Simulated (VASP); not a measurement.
Input:

```
Na2S
1.0
    0.00000     3.22130     3.22130
    3.22130     0.00000     3.22130
    3.22130     3.22130     0.00000
Na S
2 1
Direct
  0.25000   0.25000   0.25000
  0.75000   0.75000   0.75000
  0.00000   0.00000   0.00000
```

Computed with PBE GGA with D3 dispersion (zero damping), VASP's PBE PAW potentials (set 64) (plane waves; VASP). Numerical set-up: 520 eV cut-off, Gaussian smearing of 0.050 eV, potentials Na_pv S.

### Question
Give the energies of bands 8 to 13 at the high-symmetry points, in eV from the valence-band maximum.

### Answer

```tsv
band	Γ	X	U	L	W
8	0.00	-1.54	-1.28	-1.72	-1.06
9	0.00	-0.47	-0.97	-0.13	-1.06
10	0.00	-0.47	-0.36	-0.13	-0.60
11	2.64	3.87	4.59	4.98	4.86
12	7.90	6.14	6.61	6.63	7.45
13	7.90	8.83	8.16	7.25	7.45
```

The gap is direct, 2.64 eV, from the valence maximum at Γ to the conduction minimum at Γ.

The compound is Na2S in the antifluorite structure. It was relaxed first.
